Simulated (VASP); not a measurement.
A convergence study with VASP on PbSe (rock salt): a few settings are varied, all else stays as given below, so the limit is that of these other settings.

```yaml
crystal:
  lattice:
    - [0.00000, 3.06000, 3.06000]
    - [3.06000, 0.00000, 3.06000]
    - [3.06000, 3.06000, 0.00000]
  atoms:
    - { symbol: Pb, position: [0.00000, 0.00000, 0.00000] }
    - { symbol: Se, position: [0.50000, 0.50000, 0.50000] }
```

Calculation: PBE GGA, VASP's PBE PAW potentials (set 64) (plane waves; VASP). The last row used: 550 eV cut-off, 14×14×14 Γ-centred mesh, second-order Methfessel-Paxton smearing of 0.40 eV, potentials Pb_d Se.

| setting | E (eV/atom) | pressure (GPa) | irreducible k-points |
|---|---|---|---|
| ISMEAR = -1, SIGMA = 0.01, 4×4×4 mesh | -4.0838 | 2.47 | 8 |
| ISMEAR = -1, SIGMA = 0.2, 4×4×4 mesh | -4.0844 | 2.10 | 8 |
| ISMEAR = 0, SIGMA = 0.01, 4×4×4 mesh | -4.0838 | 2.47 | 8 |
| ISMEAR = 0, SIGMA = 0.2, 4×4×4 mesh | -4.0832 | 2.30 | 8 |
| ISMEAR = 1, SIGMA = 0.01, 4×4×4 mesh | -4.0838 | 2.47 | 8 |
| ISMEAR = 1, SIGMA = 0.2, 4×4×4 mesh | -4.0832 | 2.44 | 8 |
| ISMEAR = 2, SIGMA = 0.01, 4×4×4 mesh | -4.0838 | 2.47 | 8 |
| ISMEAR = 2, SIGMA = 0.2, 4×4×4 mesh | -4.0835 | 2.50 | 8 |
| ISMEAR = -1, SIGMA = 0.05, 8×8×8 mesh | -4.0888 | 2.45 | 29 |
| ISMEAR = -1, SIGMA = 0.2, 8×8×8 mesh | -4.0868 | 2.40 | 29 |
| ISMEAR = 0, SIGMA = 0.05, 8×8×8 mesh | -4.0888 | 2.46 | 29 |
| ISMEAR = 0, SIGMA = 0.2, 8×8×8 mesh | -4.0888 | 2.43 | 29 |
| ISMEAR = 1, SIGMA = 0.05, 8×8×8 mesh | -4.0888 | 2.46 | 29 |
| ISMEAR = 1, SIGMA = 0.2, 8×8×8 mesh | -4.0888 | 2.45 | 29 |
| ISMEAR = 2, SIGMA = 0.05, 8×8×8 mesh | -4.0888 | 2.46 | 29 |
| ISMEAR = 2, SIGMA = 0.2, 8×8×8 mesh | -4.0888 | 2.46 | 29 |
| ISMEAR = -1, SIGMA = 0.05, 14×14×14 mesh | -4.0883 | 2.47 | 104 |
| ISMEAR = -1, SIGMA = 0.4, 14×14×14 mesh | -4.0623 | 2.51 | 104 |
| ISMEAR = 0, SIGMA = 0.05, 14×14×14 mesh | -4.0883 | 2.47 | 104 |
| ISMEAR = 0, SIGMA = 0.4, 14×14×14 mesh | -4.0878 | 2.45 | 104 |
| ISMEAR = 1, SIGMA = 0.05, 14×14×14 mesh | -4.0883 | 2.47 | 104 |
| ISMEAR = 1, SIGMA = 0.4, 14×14×14 mesh | -4.0889 | 2.40 | 104 |
| ISMEAR = 2, SIGMA = 0.05, 14×14×14 mesh | -4.0883 | 2.47 | 104 |
| ISMEAR = 2, SIGMA = 0.4, 14×14×14 mesh | -4.0888 | 2.44 | 104 |

Left out are rungs that failed or repeat a setting and relaxations that didn't move; long series are thinned to 24 rows.

The compound is PbSe in the rock salt structure. The cell was not relaxed at this level.
